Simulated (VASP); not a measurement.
```
AlAs
1.0
    0.00000     2.86622     2.86622
    2.86622     0.00000     2.86622
    2.86622     2.86622     0.00000
Al As
1 1
Direct
  0.00000   0.00000   0.00000
  0.75000   0.75000   0.75000
```

Calculation: PBE GGA, VASP's PBE PAW potentials (set 64) (plane waves; VASP 6.6.1). Settings: 480 eV cut-off, 7×7×7 Γ-centred mesh, Gaussian smearing of 0.050 eV, potentials Al As.

Problem. Estimate the energy per atom (σ→0).

Solution. 
```yaml
energy per atom (σ→0): -4.693 eV/atom
```

Only differences to runs with the same potentials and settings are physical.

The structure comes from a computed database's AlAs entry (F-43m); how it stands against other phases isn't given here. It was relaxed first. The start is the result of an earlier pass.
